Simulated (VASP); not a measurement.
Consider the following.

```
PbSe
1.0
    0.00000     3.08332     3.08332
    3.08332     0.00000     3.08332
    3.08332     3.08332     0.00000
Pb Se
1 1
Cartesian
  0.00000   0.00000   0.00000
  3.08332   3.08332   3.08332
```

Computed with rev-vdW-DF2, VASP's PBE PAW potentials (set 64) (plane waves; VASP 6.6.1). Settings: 520 eV cut-off, 7×7×7 Γ-centred mesh, Gaussian smearing of 0.050 eV, potentials Pb_d Se.

### Question
Predict the energy per atom (σ→0).

### Answer

```yaml
energy per atom (σ→0): -2.001 eV/atom
```

The compound is PbSe in the rock salt structure. It was relaxed first. The start is the result of an earlier pass.
